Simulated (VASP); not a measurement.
Consider the following.

```
Pd
1.0
    0.00000     1.97784     1.97784
    1.97784     0.00000     1.97784
    1.97784     1.97784     0.00000
Pd
1
Direct
  0.00000   0.00000   0.00000
```

The numbers are results of revTPSS meta-GGA, VASP's PBE PAW potentials (set 64) (plane waves; VASP), not measurements. Run with 520 eV cut-off, 16×16×16 Γ-centred mesh, first-order Methfessel-Paxton smearing of 0.10 eV, potentials Pd.

Problem. Give the stress tensor in GPa (positive for a compressed cell).

Solution. 
```
-10.30    0.00    0.00
  0.00  -10.30    0.00
  0.00    0.00  -10.30
```
The pressure is its mean diagonal, -10.30 GPa.

The compound is Pd in the fcc structure. This cell is one point of a volume scan, at 1.06 of the reference volume.
